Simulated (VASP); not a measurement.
# TaSi2: accuracy against cost in the number of MPI ranks and smearing, part 4 of 4

How sensitive are energy, pressure and forces of TaSi2 to the number of MPI ranks and smearing? The series runs use LDA. The start is a cell from a database of measured crystal structures.

VASP 6.6.1; LDA; plane waves and PAW (Ta_pv, Si).

Still holding for the runs below: This run has no spin polarisation. Its electron count is odd, so without a moment it is a metal by construction. The k-mesh is coarse for a metal.

So far. Step 16 (Smearing: ISMEAR = 2, SIGMA = 0.5): Against the run before the energy at zero width moves by -0.84 meV an atom and the pressure by +0.04 GPa, after 12 cycles in 11 s. The entropy term T·S comes to 5.30 meV an atom in size.

The database entry behind the starting cell has ideal inner coordinates that were not refined, so it need not match the best structure at ambient conditions.

## Step 17: Smearing: ISMEAR = -5

The input, INCAR:

```
SYSTEM = TaSi2
PREC = Accurate
ENCUT = 400
EDIFF = 1E-06
NELM = 100
ISMEAR = -5
SIGMA = 0.05
LREAL = .FALSE.
ALGO = Normal
GGA = CA
NBANDS = 37
LASPH = .TRUE.
LORBIT = 11
LWAVE = .FALSE.
LCHARG = .FALSE.
KPAR = 8
ISIF = 2
```

The input, POSCAR:

```
TaSi2
1.0
    4.7800000000      0.0000000000      0.0000000000
   -2.3900000000      4.1396014301      0.0000000000
    0.0000000000      0.0000000000      6.5640000000
Ta Si
3 6
Direct
    0.5000000000      0.0000000000      0.5000000000
    0.5000000000      0.5000000000      0.8333333333
    0.0000000000      0.5000000000      0.1666666667
    0.1666500000      0.3333000000      0.5000000000
    0.8333500000      0.1666500000      0.8333333333
    0.6667000000      0.8333500000      0.1666666667
    0.8333500000      0.6667000000      0.5000000000
    0.1666500000      0.8333500000      0.8333333333
    0.3333000000      0.1666500000      0.1666666667
```

The input, KPOINTS:

```
Automatic mesh
0
Gamma
6 6 4
0 0 0
```

Potentials, in the order of the species: Ta_pv and Si (PBE family, release 64).

The run is started by

```console
mpirun -np 8 vasp_std
```

Log:

```text
[... set-up lines as in an earlier step ...]
 entering main loop
       N       E                     dE             d eps       ncg     rms          rms(c)
DAV:   1     0.337898734015E+03    0.33790E+03   -0.24392E+04  1586   0.119E+03
DAV:   2    -0.640262595395E+02   -0.40192E+03   -0.39276E+03  1814   0.330E+02
DAV:   3    -0.810081572322E+02   -0.16982E+02   -0.16668E+02  1975   0.617E+01
DAV:   4    -0.813168515325E+02   -0.30869E+00   -0.30538E+00  1988   0.826E+00
[...]
DAV:  12    -0.789591959867E+02    0.60454E-05   -0.44756E-06  1716   0.113E-02    0.275E-03
DAV:  13    -0.789591976406E+02   -0.16538E-05   -0.30483E-07  1108   0.285E-03    0.849E-04
DAV:  14    -0.789591979942E+02   -0.35358E-06   -0.66574E-08  1077   0.120E-03
   1 F= -.78959198E+02 E0= -.78959198E+02  d E =0.000000E+00
 -----------------------------------------------------------------------------
|                                                                             |
|           W    W    AA    RRRRR   N    N  II  N    N   GGGG   !!!           |
|           W    W   A  A   R    R  NN   N  II  NN   N  G    G  !!!           |
|           W    W  A    A  R    R  N N  N  II  N N  N  G       !!!           |
|           W WW W  AAAAAA  RRRRR   N  N N  II  N  N N  G  GGG   !            |
|           WW  WW  A    A  R   R   N   NN  II  N   NN  G    G                |
|           W    W  A    A  R    R  N    N  II  N    N   GGGG   !!!           |
|                                                                             |
|     Tetrahedron method does not include variations of the Fermi             |
|     occupations, so forces and stress will be inaccurate. We suggest        |
|     using a different smearing scheme ISMEAR = 1 or 2 for metals in         |
|     relaxations.                                                            |
|                                                                             |
 -----------------------------------------------------------------------------
```

Wall time 12 s (8 MPI ranks of Intel Xeon Platinum 8375C at 2.90GHz (Ice Lake), shared host); peak memory 1.7 GiB.

Parts of OUTCAR (step 17):

```text
  Total       -3.2278506     -3.2278506     -1.5903512     -0.0000000      0.0000000      0.0000000
  in kB      -39.8170431    -39.8170431    -19.6177239     -0.0000000      0.0000000      0.0000000
  external PRESSURE =     -33.0839367 kB  Pullay stress =       0.0000000 kB

 POSITION                                       TOTAL-FORCE (eV/Angst)
 -----------------------------------------------------------------------------------
      2.39000      0.00000      3.28200         0.000000      0.000000      0.000000
      1.19500      2.06980      5.47000         0.000000     -0.000000     -0.000000
     -1.19500      2.06980      1.09400         0.000000      0.000000      0.000000
     -0.00000      1.37973      3.28200         0.000000     -0.708286      0.000000
      3.58512      0.68986      5.47000         0.613394     -0.354143      0.000000
      1.19512      3.44974      1.09400         0.613394      0.354143     -0.000000
      2.39000      2.75987      3.28200        -0.000000      0.708286      0.000000
     -1.19512      3.44974      5.47000        -0.613394      0.354143      0.000000
      1.19488      0.68986      1.09400        -0.613394     -0.354143     -0.000000
 -----------------------------------------------------------------------------------
    total drift:                               -0.000000      0.000000      0.000000

  FREE ENERGIE OF THE ION-ELECTRON SYSTEM (eV)
  ---------------------------------------------------
  free  energy   TOTEN  =       -78.9591979942 eV

  energy  without entropy=      -78.9591979942  energy(sigma->0) =      -78.95919799

[... 2 parts as in an earlier step ...]

[... 1 further part left out ...]
[key lines of the parts left out:]
E-fermi :   9.1328
```

With tetrahedra the forces and stress of a metal are not exact derivatives of the energy.

Against the first of the series the energy at zero width moves by -1.92 meV an atom and the pressure by +0.05 GPa, after 14 cycles in 12 s.

## Step 18: The smearing series as a table

This step: convergence of LDA results with the smearing; plane waves and PAW (VASP 6.6.1).

No new run; the numbers come from the runs before.

One cell and one 6×6×4 mesh. Free energy against width, by row:

```csv
Fermi-Dirac width σ (eV),free energy less that at the narrowest width (meV/atom)
0.01,0
0.05,-2.04
0.1,-7.22
0.2,-23.78
0.5,-131
```

Differences are taken from the run with ISMEAR = -1, SIGMA = 0.01. Results of the series, by row:

```csv
setting,status,energy less the reference (meV/atom),pressure (GPa),largest force difference (meV/Å),SCF cycles,wall time (s)
"ISMEAR = -1, SIGMA = 0.01",converged,0,-3.362,0,12,14.6
"ISMEAR = -1, SIGMA = 0.05",converged,-0.2272,-3.26,6.483,12,16
"ISMEAR = -1, SIGMA = 0.1",converged,-0.9813,-3.217,16.76,12,15.6
"ISMEAR = -1, SIGMA = 0.2",converged,-3.565,-3.105,41.18,12,15.8
"ISMEAR = -1, SIGMA = 0.5",converged,6.862,-1.564,134.2,17,14.2
"ISMEAR = 2, SIGMA = 0.01",converged,0.0156,-3.383,11.42,12,14.8
"ISMEAR = 2, SIGMA = 0.05",converged,1.44e-4,-3.366,2.008,12,11.2
"ISMEAR = 2, SIGMA = 0.1",converged,-0.04003,-3.324,4.578,12,10.4
"ISMEAR = 2, SIGMA = 0.2",converged,-0.09493,-3.268,3.882,12,10.4
"ISMEAR = 2, SIGMA = 0.5",converged,-0.9301,-3.232,8.273,12,11
ISMEAR = -5,converged,-1.921,-3.308,25.73,14,11.6
```

## Step 19: Results

| Property | Result |
| --- | --- |
| wall time from fewest to most ranks | 49 s to 16 s |
| spread of the pressure over the smearing | 1.82 GPa |
| spread of the energy over the smearing | 10.4 meV/atom |

What this shows: On 8 ranks the run uses the cores at 38 % of the efficiency of 1. The usual rule keeps the entropy term T·S under 1 meV an atom, which holds up to a width of 0.01 eV for Fermi-Dirac and 0.2 eV for second-order Methfessel-Paxton. That rule is made for Methfessel-Paxton; with the other schemes the zero-width estimate is the energy to use. Farthest in energy from the narrowest smearing lies ISMEAR = -1, SIGMA = 0.5 (+6.9 meV an atom, +1.80 GPa, 134.2 meV/Å in forces). On a fixed mesh a narrow width is not the exact answer for a metal: it samples the Fermi surface more noisily. Going from 1 ranks to 8 ranks shortens the run by a factor of 3.0; on a shared host such times are rough.

[Lines on the potential files, build, host, timing and source positions are cut from VASP's logs without a mark.]

[Logs are printed without paths, hosts, clocks, repeated set-up lines and the standing remarks that a program may print on its own settings, such as how far it seeks lower states.]

[Hosts, paths, dates, database ids (printed as entryN), source tags and the programs' standing remarks are cut or masked in the printed files.]

[A measured line is paired with the nearest computed mode of its activity, which favours agreement.]
